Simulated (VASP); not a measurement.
These are HSE06 screened hybrid, VASP's PBE PAW potentials (set 64) (plane waves; VASP) values and carry that method's errors.

Input for VASP

### POSCAR
```
Se
1
    2.2560306444    -3.9075596837     0.0000000000
    2.2560306444     3.9075596837     0.0000000000
    0.0000000000     0.0000000000     5.0456536515
Se
3
Direct
  0.0000000000   0.2198941670   0.6666670000
  0.7801058330   0.7801058330   0.0000000000
  0.2198941670   0.0000000000   0.3333330000
```

File KPOINTS_OPT:
```
k-points along high-symmetry lines
7
Line-mode
Reciprocal
  0.000000   0.000000   0.000000 ! GAMMA
  0.500000   0.000000   0.000000 ! M

  0.500000   0.000000   0.000000 ! M
  0.333333   0.333333   0.000000 ! K

  0.333333   0.333333   0.000000 ! K
  0.000000   0.000000   0.000000 ! GAMMA

  0.000000   0.000000   0.000000 ! GAMMA
  0.000000   0.000000   0.500000 ! A

  0.000000   0.000000   0.500000 ! A
  0.500000   0.000000   0.500000 ! L

  0.500000   0.000000   0.500000 ! L
  0.333333   0.333333   0.500000 ! H

  0.333333   0.333333   0.500000 ! H
  0.000000   0.000000   0.500000 ! A

  0.500000   0.000000   0.500000 ! L
  0.500000   0.000000   0.000000 ! M

  0.333333   0.333333   0.500000 ! H
  0.333333   0.333333   0.000000 ! K
```

INCAR:
```
SYSTEM=Se
PREC=Accurate; ENCUT=520; LREAL=F
LASPH=T; ISYM=3
EDIFF=1E-6; NELM=60; ALGO=Normal
LMAXMIX=4
ISMEAR=0; SIGMA=0.05
GGA=PE; LHFCALC=T; AEXX=0.25
HFSCREEN=0.2; PRECFOCK=Fast
ISIF=2
LWAVE=F; LCHARG=F
```

File KPOINTS:
```
Regular mesh
0
G
 4 4 4
0 0 0
```

POTCAR, in this order: Se (PBE.64 set). Program: vasp_std. Read from the step before: WAVECAR.

What VASP printed:

OSZICAR:
```
       N       E                     dE             d eps       ncg     rms          rms(c)
DAV:   1    -0.132798562136E+02   -0.13280E+02   -0.70052E-01   338   0.693E+00    0.198E+00
DAV:   2    -0.132894541015E+02   -0.95979E-02   -0.32756E-02   368   0.120E+00    0.129E+00
DAV:   3    -0.132871539505E+02    0.23002E-02   -0.28348E-03   378   0.340E-01    0.743E-01
DAV:   4    -0.132863806543E+02    0.77330E-03   -0.83906E-04   363   0.201E-01    0.395E-01
DAV:   5    -0.132861574944E+02    0.22316E-03   -0.18914E-04   368   0.102E-01    0.212E-01
DAV:   6    -0.132860897433E+02    0.67751E-04   -0.43754E-05   393   0.510E-02    0.116E-01
DAV:   7    -0.132860698166E+02    0.19927E-04   -0.13262E-05   398   0.284E-02    0.627E-02
DAV:   8    -0.132860647479E+02    0.50688E-05   -0.43637E-06   368   0.165E-02    0.338E-02
DAV:   9    -0.132860638123E+02    0.93561E-06   -0.13559E-06   204   0.962E-03
   1 F= -.13286064E+02 E0= -.13286064E+02  d E =-.932994E-13
       N       E                     dE             ncg
       N       E                     dE             ncg
       N       E                     dE             ncg
       N       E                     dE             ncg
       N       E                     dE             ncg
```

**OUTCAR**
```
------------------------ aborting loop because EDIFF is reached ----------------------------------------
  FORCE on cell =-STRESS in cart. coord.  units (eV):
  Direction    XX          YY          ZZ          XY          YZ          ZX
  --------------------------------------------------------------------------------------
  Total       -0.7682068     -0.7682068     -2.0368025      0.0000000     -0.0000000      0.0000000
  in kB      -13.8353668    -13.8353667    -36.6827143      0.0000000     -0.0000000      0.0000000
  external PRESSURE =     -21.4511493 kB  Pullay stress =       0.0000000 kB
  volume of cell :       88.96
      direct lattice vectors                 reciprocal lattice vectors
     2.256030644 -3.907559684  0.000000000     0.221628195 -0.127957099  0.000000000
     2.256030644  3.907559684  0.000000000     0.221628195  0.127957099  0.000000000
     0.000000000  0.000000000  5.045653652     0.000000000  0.000000000  0.198190377
 POSITION                                       TOTAL-FORCE (eV/Angst)
 -----------------------------------------------------------------------------------
      0.49609      0.85925      3.36377        -0.303494     -0.525667      0.000000
      3.51989      0.00000      0.00000         0.606988      0.000000      0.000000
      0.49609     -0.85925      1.68188        -0.303494      0.525667     -0.000000
 -----------------------------------------------------------------------------------
    total drift:                               -0.000085      0.000005     -0.000048
  FREE ENERGIE OF THE ION-ELECTRON SYSTEM (eV)
  ---------------------------------------------------
  free  energy   TOTEN  =       -13.2860638123 eV

  energy  without entropy=      -13.2860638123  energy(sigma->0) =      -13.28606381

  exchange ACFDT corr.  =         0.00000000  see jH, gK, PRB 81, 115126
```
(Selected blocks of OUTCAR.)

Without a dispersion term in the relaxation, distances and binding between the weakly bound layers, chains or molecules are unreliable, and so is what depends on them.

The compound is Se in the trig structure. It was relaxed first, which changed the volume by +9 %. The cell's shape comes from a PBE relaxation.
